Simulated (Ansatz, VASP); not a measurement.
## Cross-check of I between VASP and Ansatz

One calculation is typed for both programs; each brings its own data sets and cutoff. How far apart do they land?

Main program and level: Ansatz 0.2.0; plane waves, with VASP 6.6.1 beside it; single point at PBEsol.

### 1. Set-up

The structure is orthorhombic, space group Cmce (No. 64). Conventional cell: a = 7.159 Å, b = 4.691 Å, c = 9.801 Å, α = 90.00°, β = 90.00°, γ = 90.00°. Nearest to I lie 1 I at 2.72 Å.

As a file:

```xyz
4
Lattice="3.5795 -2.3457 0.0000 3.5795 2.3457 0.0000 0.0000 0.0000 9.8014" Properties=species:S:1:pos:R:3 pbc="T T T"
I     3.5795    0.7225    3.7498
I     3.5795    1.6232    8.6505
I     3.5795   -0.7225    6.0516
I     3.5795   -1.6232    1.1509
```

### 2. VASP: single point, PBEsol

A single point gives forces, pressure and levels at one fixed geometry, so differences don't come from the geometry; what else differs is listed under the comparison.

Lines of VASP's logs that name or quote its potential files are left out, and so is its time.

File INCAR:

```
SYSTEM = I
PREC = Accurate
ENCUT = 400
EDIFF = 1E-05
NELM = 100
ISMEAR = 0
SIGMA = 0.05
LREAL = .FALSE.
ALGO = Normal
GGA = PS
NBANDS = 20
LORBIT = 11
LWAVE = .FALSE.
LCHARG = .FALSE.
KPAR = 4
```

File POSCAR:

```
I
1.0
    3.5794500000     -2.3457500000      0.0000000000
    3.5794500000      2.3457500000      0.0000000000
    0.0000000000      0.0000000000      9.8014000000
I
4
Direct
    0.3459970000      0.6540030000      0.3825770000
    0.1540030000      0.8459970000      0.8825770000
    0.6540030000      0.3459970000      0.6174230000
    0.8459970000      0.1540030000      0.1174230000
```

File KPOINTS:

```
Automatic mesh
0
Gamma
6 6 2
0 0 0
```

Potentials, in the order of the species: I (PBE family, release 64).

Command:

```console
> mpirun -np 4 vasp_std
```

Numbers of over 12 decimals in the logs are rounded to 6 here.

What it wrote:

```text
[banner, memory and clock lines left out]
running    4 mpi-ranks, on    1 nodes
 distrk:  each k-point on    1 cores,    4 groups
 distr:  one band on    1 cores,    1 groups

 POSCAR found type information on POSCAR I
 POSCAR found :  1 types and       4 ions
|                                                                             |
|               ----> ADVICE to this user running VASP <----                  |
|                                                                             |
|     You enforced a specific xc type in the INCAR file but a different       |
|     [... a line on the potential file left out ...]
|     I HOPE YOU KNOW WHAT YOU ARE DOING!                                     |
|                                                                             |

 LDA part: xc-table for (Slater+PW92), standard interpolation
 POSCAR, INCAR and KPOINTS ok, starting setup
 FFT: planning ... GRIDC
 FFT: planning ... GRID_SOFT
 FFT: planning ... GRID
 WAVECAR not read
 entering main loop
       N       E                     dE             d eps       ncg     rms          rms(c)
DAV:   1     0.140654301882E+03    0.14065E+03   -0.91007E+03  1040   0.913E+02
DAV:   2     0.360806670049E+01   -0.13705E+03   -0.13358E+03  1468   0.157E+02
DAV:   3    -0.689371938732E+01   -0.10502E+02   -0.10469E+02  1264   0.503E+01
DAV:   4    -0.713455492608E+01   -0.24084E+00   -0.24077E+00  1380   0.910E+00
DAV:   5    -0.713933164599E+01   -0.47767E-02   -0.47766E-02  1228   0.122E+00    0.101E+01
DAV:   6    -0.694505152676E+01    0.19428E+00   -0.16453E-01  1200   0.193E+00    0.682E+00
DAV:   7    -0.688825484812E+01    0.56797E-01   -0.40073E-01  1124   0.299E+00    0.687E-01
DAV:   8    -0.687763850222E+01    0.10616E-01   -0.58935E-02  1112   0.123E+00    0.326E-01
DAV:   9    -0.687774787038E+01   -0.10937E-03   -0.12582E-03  1204   0.215E-01    0.243E-01
DAV:  10    -0.687782168969E+01   -0.73819E-04   -0.20937E-04  1168   0.784E-02    0.208E-01
DAV:  11    -0.687779237199E+01    0.29318E-04   -0.62722E-05  1168   0.396E-02    0.558E-02
DAV:  12    -0.687777189691E+01    0.20475E-04   -0.25071E-05   912   0.266E-02    0.288E-02
DAV:  13    -0.687776789002E+01    0.40069E-05   -0.11596E-05   580   0.181E-02
   1 F= -.68777679E+01 E0= -.68777679E+01  d E =-.102179E-13
```

From OUTCAR (step 2):

```text
ion  position               nearest neighbor table
   1  0.346  0.654  0.383-   3 2.72   4 3.50   4 3.50
   2  0.154  0.846  0.883-   4 2.72   3 3.50   3 3.50
   3  0.654  0.346  0.617-   1 2.72   2 3.50   2 3.50
   4  0.846  0.154  0.117-   2 2.72   1 3.50   1 3.50

  LATTYP: Found a base centered orthorhombic cell.
 ALAT       =     4.6915000000
 B/A-ratio  =     1.5259298732
 C/A-ratio  =     2.0891825642

 Subroutine GETGRP returns: Found  8 space group operations
 (whereof  4 operations were pure point group operations)

The static configuration has the point symmetry C_2h.
 The point group associated with its full space group is D_2h.

 Found     26 irreducible k-points:

   k-points           NKPTS =     26   k-points in BZ     NKDIM =     26   number of bands    NBANDS=     20

   dimension x,y,z NGX =    28 NGY =   28 NGZ =   64
   dimension x,y,z NGXF=    56 NGYF=   56 NGZF=  128

   ENCUT  =  400.0 eV  29.40 Ry    5.42 a.u.   6.98  6.98 15.98*2*pi/ulx,y,z

   NELECT =      28.0000    total number of electrons

 k-points in reciprocal lattice and weights: Automatic mesh
   0.00000000  0.00000000  0.00000000       0.014
   0.16666667  0.00000000  0.00000000       0.056
   0.33333333  0.00000000  0.00000000       0.056
   0.50000000  0.00000000  0.00000000       0.028
   0.16666667  0.16666667  0.00000000       0.028
   0.33333333  0.16666667  0.00000000       0.056
   0.50000000  0.16666667  0.00000000       0.056
  -0.33333333  0.16666667  0.00000000       0.056
  -0.16666667  0.16666667  0.00000000       0.028
[...]
-0.33333333  0.33333333  0.50000000       0.028
   0.50000000  0.50000000  0.50000000       0.014

 average (electrostatic) potential at core
       1 -92.7678       2 -92.7678       3 -92.7678       4 -92.7678

 E-fermi :   3.0159

 k-point     1 :       0.0000    0.0000    0.0000
  band No.  band energies     occupation
    ...
     10       1.6054      2.00000
     11       1.7498      2.00000
     12       2.1461      2.00000
     13       2.6855      2.00000
     14       2.7627      2.00000
     15       3.9814      0.00000
     16       4.8678      0.00000
     17       7.7697      0.00000
     18       7.9594      0.00000
     19       8.1265      0.00000
    ...

 k-point     2 :       0.1667    0.0000    0.0000
  band No.  band energies     occupation
    ...
     10       1.4912      2.00000
     11       2.0511      2.00000
     12       2.4536      2.00000
     13       2.5354      2.00000
     14       2.5568      2.00000
     15       3.9532      0.00000
     16       4.6980      0.00000
     17       8.2690      0.00000
     18       8.5297      0.00000
     19       8.6846      0.00000
    ...

 k-point     3 :       0.3333    0.0000    0.0000
  band No.  band energies     occupation
    ...
     10       1.2260      2.00000
     11       1.7779      2.00000
     12       1.8326      2.00000
     13       2.3355      2.00000
     14       2.4129      2.00000
     15       4.5304      0.00000
     16       4.7803      0.00000
     17       8.2868      0.00000
     18       8.3054      0.00000
     19       9.5568      0.00000
    ...

  Total        0.2986371     -0.7019499     -0.3520934      0.0000000      0.0000000      0.0000000
  in kB        2.9069540     -6.8328291     -3.4273013      0.0000000      0.0000000      0.0000000
  external PRESSURE =      -2.4510588 kB  Pullay stress =       0.0000000 kB

  energy-cutoff  :      400.00
  volume of cell :      164.59
      direct lattice vectors                 reciprocal lattice vectors
     3.579450000 -2.345750000  0.000000000     0.139686265 -0.213151444  0.000000000
     3.579450000  2.345750000  0.000000000     0.139686265  0.213151444  0.000000000
     0.000000000  0.000000000  9.801400000     0.000000000  0.000000000  0.102026241

 POSITION                                       TOTAL-FORCE (eV/Angst)
 -----------------------------------------------------------------------------------
      3.57945      0.72251      3.74979         0.000000      0.178387     -0.440974
      3.57945      1.62324      8.65049         0.000000     -0.178387     -0.440974
      3.57945     -0.72251      6.05161         0.000000     -0.178387      0.440974
      3.57945     -1.62324      1.15091         0.000000      0.178387      0.440974
 -----------------------------------------------------------------------------------
    total drift:                               -0.000000     -0.000000      0.000000

  FREE ENERGIE OF THE ION-ELECTRON SYSTEM (eV)
  ---------------------------------------------------
  free  energy   TOTEN  =        -6.8777678900 eV

  energy  without entropy=       -6.8777678900  energy(sigma->0) =       -6.87776789

 total charge
# of ion       s       p       d       tot
------------------------------------------
    1        1.538   2.633   0.031   4.202
    2        1.538   2.633   0.031   4.202
    3        1.538   2.633   0.031   4.202
    4        1.538   2.633   0.031   4.202
--------------------------------------------------
tot          6.151  10.532   0.126  16.809

[... 3 further parts left out ...]
```

The run ends at a pressure of -0.25 GPa, with forces up to 0.48 eV/Å.

### 3. Ansatz: single point, PBEsol

Ansatz runs on its default PAW (the set named soft_2) files.

The same cell, functional, mesh and smearing now go to Ansatz, which takes its cutoff from its data sets.

File input.yaml:

```yaml
crystal:
  lattice:
    - [3.57945, -2.34575, 0.0]
    - [3.57945, 2.34575, 0.0]
    - [0.0, 0.0, 9.8014]
  atoms:
    - { symbol: I, position: [0.345997, 0.654003, 0.382577] }
    - { symbol: I, position: [0.154003, 0.845997, 0.882577] }
    - { symbol: I, position: [0.654003, 0.345997, 0.617423] }
    - { symbol: I, position: [0.845997, 0.154003, 0.117423] }
hamiltonian:
  xc: pbesol
  pseudopotentials: { kind: paw }
kpoints:
  mp_grid: { grid: [6, 6, 2] }
scf:
  occupations: { method: gaussian, width: 0.05 }
  n_extra_bands: 5
output:
  forces: true
  stress: true
  eigenvalues: true
  write_density: true
  write_potential: true
  elf: true
  volumetric_format: npy
```

Command:

```console
> ansatz run input.yaml --threads 2 --pin off --max-ram 4608MiB --backend cpu --events-out ev --progress --plain --runs-dir out
```

What it wrote:

```text
scf.n_extra_bands = 5 over 34 filled bands (N_el = 68.0): the run solves 39 bands
Engine: ansatz 0.2.0, aarch64-unknown-linux-gnu
Pseudopotentials: kind: paw
Pseudopotential: I, paw, valence charge 17, recommended cutoff 420 eV (normal), I.paw.azcp
Functional definition: PBEsol
  exchange = pbesol_x
  correlation = pbesol_c
Crystal: 4 atoms, lattice volume = 164.595 Å³
Basis set: ecut = 420 eV, 3205 PW (Γ), exchange–correlation on 60×60×144 points (8 copies of the dense FFT grid, shifted against one another)
Bands: 39, of which v1, the nominal top of the filled ones, is band 34 counted from 1 (33 counted from 0)
Symmetry: 8 space group operations
Space group: Cmce (ITA 64), of the structure as read, at distance tolerance 5.5e-5 Å
k-points: 26 of 72
Non-local potential: I, projectors of the file, l = 0: 2, l = 1: 2, l = 2: 2, l = 3: 2
PAW form: soft (Blöchl's): semilocal exchange-correlation on the pseudo side does not see the compensation charge
PAW frozen core: I, regenerated for the run's functional, and the local potential with it (the file was generated under x = pbe(κ = 0.804, μ = 0.219515), c = pbe(β = 0.066725))
PAW one-centre angular grid: I, 590 points (default); XC on 64 Gauss nodes
Initial density: superposition of atomic densities (neutral atoms: chi_scale 0, normalization atom), corrected by the library's trained network
Initial wavefunctions: pseudopotential atomic-orbital guess
Functional: x = pbesol(κ = 0.804, μ = 0.123457), c = pbesol(β = 0.046)
SCF iter   1: F=—  HF=-29729.025631 eV  |F-HF|=—  |Δ(HF+E_count)|=         —  Δρ=1.90e-3  dr2=3.94e-3  ethr=1.77e-3  ⟨swp⟩=9.0  Hψ=4649  notcnv=0
preconditioner: auto → Resta (q_TF=auto, 2.355 Å⁻¹)  ε∞=3.7  [insulator: Δε(μ)=1.083 eV  Ē_g=9.327 eV  σ=0.050 eV  W_gap=1.00  n_scr=36 (ndim 8)  ℏωp=15.3 eV  f_vac=0.036  D(μ)=0.00/eV (n_scr^D=0)  ε∞_Penn≈3.7]
SCF iter   2: F=—  HF=-29729.025232 eV  |F-HF|=—  |Δ(HF+E_count)|=   3.99e-4  Δρ=1.14e-3  dr2=1.61e-3  ethr=5.80e-6  ⟨swp⟩=2.3  Hψ=1632  notcnv=0  defer=8
SCF iter   3: F=—  HF=-29729.025472 eV  |F-HF|=—  |Δ(HF+E_count)|=   2.40e-4  Δρ=3.49e-4  dr2=2.65e-4  ethr=2.37e-6  ⟨swp⟩=2.0  Hψ=1872  notcnv=0  defer=8
SCF iter   4: F=—  HF=-29729.025410 eV  |F-HF|=—  |Δ(HF+E_count)|=   6.26e-5  Δρ=1.30e-4  dr2=3.91e-5  ethr=3.90e-7  ⟨swp⟩=2.0  Hψ=1772  notcnv=0  defer=8
SCF iter   5: F=—  HF=-29729.025416 eV  |F-HF|=—  |Δ(HF+E_count)|=   6.06e-6  Δρ=3.00e-5  dr2=2.26e-6  ethr=5.75e-8  ⟨swp⟩=3.0  Hψ=1872  notcnv=0  defer=8
SCF iter   6: F=—  HF=-29729.025417 eV  |F-HF|=—  |Δ(HF+E_count)|=   1.67e-6  Δρ=7.48e-6  dr2=1.05e-7  ethr=3.32e-9  ⟨swp⟩=3.0  Hψ=1878  notcnv=0  defer=8
SCF iter   7: F=-29729.025417 eV  HF=-29729.025417 eV  |F-HF|=9.11e-9  |Δ(HF+E_count)|=   9.50e-8  Δρ=2.78e-6  dr2=1.27e-8  ethr=1.47e-10  ⟨swp⟩=16.3  Hψ=7510  notcnv=0
SCF 1 converged in 7 iterations: F = -29729.025417 eV  dr2 = 1.27e-8
  greatest PAW one-centre occupation: 0.999 electrons in one spin orbital (limit 2), on the I atom at site 2 (counted from 0), in its partial waves of l = 2
SCF converged after 7 iterations
Free energy (F): -29729.025417 eV
Harris-Foulkes:  -29729.025417 eV  (|F-HF|=9.11e-9)
Internal energy: -29729.025417 eV  (E = F + TS)
E sigma→0 (E₀):  -29729.025417 eV
Fermi energy:    5.715008 eV
--- Per-component energies (eV) ---
  E_band       = -1572.133882
  E_kinetic    = 755.027319
  E_local      = -8029.843112  (includes V_loc(G=0)·N_el)
  E_nonlocal   = -359.691178
  E_hartree    = 4115.584722
  E_xc         = -507.116039
  E_vxc        = -511.421752  (∫ρ·V_xc dr)
  E_paw        = -18940.190975  (= ΣΔE_a)
  E_vpaw       = -1657.382060  (= ΣTr[D̂ρ^β])
  E_aug_tail   = 0.000052  (compensation charges beyond the density's cutoff)
  E_ewald      = -6764.444774
  E_core_change = 1.648568  (= ΣΔE_core)
  E_smearing   = -0.000000  (= −TS)
  E_closure    = 0.000000  (closes the sum)
  Σ components = -29729.025417   (vs F -29729.025417, Δ=0.00e0)
--- Forces (eV/Å), atoms counted from 1 ---
  atom   1  I     -0.00000000     0.17646175    -0.43712724
  atom   2  I      0.00000000    -0.17646175    -0.43712724
  atom   3  I      0.00000000    -0.17646175     0.43712724
  atom   4  I     -0.00000000     0.17646175     0.43712724
  max |Σ_I F_I| component: 1.67e-16 eV/Å
--- Stress (GPa, compression-positive) ---
        0.290889       0.000000      -0.000000
        0.000000      -0.671433       0.000000
       -0.000000       0.000000      -0.332249
  P = ⅓ Tr σ = -0.2376 GPa (-2.376 kbar)
--- Band table (eV; the first three rows and the last of 26) ---
  k-point 0: bands = [... 30 lower, 4.1613, 4.5529, 5.0898, 5.1671, 6.3981, 7.2763, 10.2035, 10.3746, ... 1 higher]
  k-point 1: bands = [... 30 lower, 4.1505, 4.1505, 5.1326, 5.1326, 6.6432, 6.6432, 10.7816, 10.7816, ... 1 higher]
  k-point 2: bands = [... 30 lower, 4.4581, 4.8597, 4.9404, 4.9617, 6.3690, 7.1066, 10.7093, 10.9526, ... 1 higher]
  k-point 25: bands = [... 30 lower, 3.8512, 3.8512, 4.0492, 4.0492, 6.3962, 6.3962, 11.0138, 11.0138, ... 1 higher]
```

The job ended after 13 s (2 threads of Arm Neoverse N1, shared host; peak memory 0.44 GiB).

The column dr2 measures how far the density is from self-consistency, as an energy; F and HF (Harris–Foulkes) agree once it is small.

The run ends at a pressure of -0.24 GPa, with forces up to 0.47 eV/Å.

### 4. Side by side

Known differences besides the potentials themselves: the data sets hold 68 valence electrons in Ansatz (default PAW (the set named soft_2) files) and 28 in VASP; the cutoff is 420 eV in Ansatz and 400 eV in VASP; Ansatz makes its cores anew for this functional, VASP keeps those of its PBE data sets; VASP leaves aspherical gradient terms in its spheres out (LASPH is not set), Ansatz keeps them. Total energies have different zeros and are not compared.

Compared:

| quantity | Ansatz | VASP | difference |
| --- | --- | --- | --- |
| pressure (GPa) | -0.24 | -0.25 | +0.01 |
| gap on the k mesh (eV) | 1.094 | 1.083 | +0.011 |

Forces (eV/Å; atoms numbered as in POSCAR):

| atom | Ansatz x, y, z | VASP x, y, z |
| --- | --- | --- |
| I1 | 0.000, 0.176, -0.437 | 0.000, 0.178, -0.441 |
| I2 | 0.000, -0.176, -0.437 | 0.000, -0.178, -0.441 |
| I3 | 0.000, -0.176, 0.437 | 0.000, -0.178, 0.441 |
| I4 | 0.000, 0.176, 0.437 | 0.000, 0.178, 0.441 |

The forces differ by 2.5 meV/Å r.m.s., which is 0.9 % of the r.m.s. force of 0.27 eV/Å (both taken over all components). A gap on the mesh is an upper bound, since the band edges may lie between its points. Ansatz's pressure holds a Pulay correction of 0.02 GPa; VASP's holds none.

### 5. What came out

- r.m.s. force difference (single point, PBEsol): 0.90 % of the r.m.s. force

What this shows: The r.m.s. force difference is 0.90 % of the r.m.s. force (single point, PBEsol), within the 3 % picked in this series as the mark of a large difference. How closely two codes agree says nothing of how well the functional describes the real material.

[Lines on the potential files, build, host, timing and source positions are cut from VASP's logs without a mark.]

[Logs are printed without paths, hosts, clocks, repeated set-up lines and the standing remarks that a program may print on its own settings, such as how far it seeks lower states.]

[Hosts, paths, dates, database ids (printed as entryN), source tags and the programs' standing remarks are cut or masked in the printed files.]
